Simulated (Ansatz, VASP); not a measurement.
## Na4NbInSi3O12: VASP beside Ansatz

```xyz
42
Lattice="4.6200 2.6673 7.4958 -4.6200 2.6673 7.4958 0.0000 -5.3347 7.4958" Properties=species:S:1:pos:R:3 pbc="T T T"
Na    1.2206    2.7673   13.0591
Na    1.7863   -2.4407   13.0591
Na   -3.0069   -0.3266   13.0591
Na   -1.6131    2.3408    9.3112
Na    2.8337    0.2266    9.3112
Na   -1.2206   -2.5674    9.3112
Na    0.0000    0.0000   11.1374
Na    0.0000    0.0000   22.3811
Nb    0.0000    0.0000   14.5449
Nb    0.0000    0.0000    3.3012
In    0.0000    0.0000    7.8672
In    0.0000    0.0000   19.1109
Si   -1.8975    2.6563   13.1449
Si    3.2492    0.3152   13.1449
Si   -1.3516   -2.9715   13.1449
Si   -3.2684   -0.3041    9.3970
Si    1.3708    2.9825    9.3970
Si    1.8975   -2.6784    9.3970
O     1.8676    0.2678    6.9760
O    -0.7019   -1.7513    6.9760
O    -1.1657    1.4835    6.9760
O    -3.4543   -1.1839   10.7240
O     0.7019    3.5834   10.7240
O     2.7524   -2.3996   10.7240
O    -1.6718   -0.2445   15.5858
O     0.6242    1.5700   15.5858
O     1.0476   -1.3256   15.5858
O     3.5724    1.3418   11.8379
O    -0.6242   -3.7647   11.8379
O    -2.9482    2.4229   11.8379
O     0.9074   -1.4094    9.2734
O    -1.6742   -0.0811    9.2734
O     0.7669    1.4905    9.2734
O     3.8531   -1.1769   13.0213
O    -2.9457   -2.7485   13.0213
O    -0.9074    3.9253   13.0213
O    -1.0176    1.2378   13.2318
O     1.5808    0.2624   13.2318
O    -0.5632   -1.5002   13.2318
O    -4.0568    1.1671    9.4839
O     3.0392    2.9297    9.4839
O     1.0176   -4.0969    9.4839
```

The cell comes from a database or a generator and needn't be the stable form of this composition.

Alike in both runs: task electric field gradients; functional PBE; k mesh 3 × 3 × 3; occupations fermi-dirac, width 0.02 eV; no spin polarisation.

|  | VASP | Ansatz |
| --- | --- | --- |
| version | VASP 6.6.1 | Ansatz 0.2.0 |
| potentials or method | VASP PAW PBE potentials, release 64 (Na_pv, Nb_sv, In_d, Si, O) | plane-wave PAW, scalar-relativistic |
| plane-wave cutoff (eV) | 520 | 420 |
| valence electrons in the cell | 276 | 292 |

Ansatz gave:

* gap on the k mesh at the Fermi level (eV): 2.58
* pressure (GPa): -1.0
* largest component of the traceless stress (GPa): 0.05
* rms of the force components (eV/Å): 0.125
* Vzz of the field gradient on the site that differs most (V/Å²): 61.7

What did VASP give for the same quantities?

gap on the k mesh at the Fermi level (eV): 2.57; pressure (GPa): -0.9; largest component of the traceless stress (GPa): 0.10; rms of the force components (eV/Å): 0.141; Vzz of the field gradient on the site that differs most (V/Å²): 54.0.

Atom by atom the forces differ by 0.024 eV/Å (rms over components). The two sets of potentials don't hold the same shells in valence. Ansatz warned: «gradients_without_spin_orbit».

Caveats: spin-orbit coupling is left out, which moves the levels of the heavy elements; an odd mesh through Γ misses points on the zone boundary, where band edges often lie. A hybrid or GW would open this gap; PBE tends to underestimate it.
